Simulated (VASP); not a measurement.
Crystal: BeCd2S3.

```
CELL_PARAMETERS angstrom
4.64633 0.00000 0.00000
0.00000 4.64633 0.00000
0.00000 0.00000 7.20026
ATOMIC_POSITIONS crystal
Be 0.50000 0.50000 0.00000
Cd 0.00000 0.50000 0.00000
Cd 0.50000 0.00000 0.00000
S 0.00000 0.00000 0.50000
S 0.00000 0.00000 0.81427
S 0.00000 0.00000 0.18573
```

The cell was built by a generator and needn't be a form met in nature.

```yaml
Program: VASP 6.6.1
Task: relaxation of cell and atoms
Functional: PBE
Potentials_or_basis: VASP PAW PBE potentials, release 64 (Be, Cd, S)
Cutoff: 520 eV
k_mesh: 3 × 3 × 2
Occupations: gaussian, width 0.15 eV
Spin: no spin polarisation
```

At the start: pressure 6.8 GPa; volume 25.91 Å³/atom.

Task: How do energy, volume and symmetry change on relaxing?

Result: Over 13 steps the energy falls by 161.2 meV/atom and the volume is 30.72 Å³/atom (+18.6 %); space group P4/mmm (No. 123, to 0.05 Å).

The path:
```csv
step,energy change (eV),largest force (eV/Å),pressure (GPa),volume (Å³)
1,0.0000,1.7573,6.85,155.44
2,-0.9151,0.0158,0.15,181.38
3,-0.9250,0.1872,-0.48,185.79
4,-0.9253,0.1655,-0.46,185.11
5,-0.9247,0.1166,-0.26,184.18
6,-0.9437,0.2892,0.23,182.65
7,-0.9460,0.3504,0.31,182.11
8,-0.9431,0.4772,0.72,181.02
9,-0.9462,0.4023,0.43,181.82
10,-0.9590,0.2800,0.34,182.47
11,-0.9653,0.0656,0.20,183.50
12,-0.9656,0.1154,0.22,183.32
13,-0.9675,0.0140,-0.09,184.31
```

Final structure:
```yaml
crystal:
  lattice:
    - [5.11916, 0.00000, 0.00000]
    - [0.00000, 5.11916, 0.00000]
    - [0.00000, 0.00000, 7.03320]
  atoms:
    - { symbol: Be, position: [0.50000, 0.50000, 0.00000] }
    - { symbol: Cd, position: [0.00000, 0.50000, 0.00000] }
    - { symbol: Cd, position: [0.50000, 0.00000, 0.00000] }
    - { symbol: S, position: [0.00000, 0.00000, 0.50000] }
    - { symbol: S, position: [0.00000, 0.00000, 0.80909] }
    - { symbol: S, position: [0.00000, 0.00000, 0.19091] }
```

Caveat: the k mesh is coarse (spacing up to 0.45 Å⁻¹), so the values aren't converged; the volume moved by over 15 % at a fixed basis, so the end points are rough; the relaxation stopped at a loose force limit of 0.08 eV/Å, so its end isn't a converged minimum.
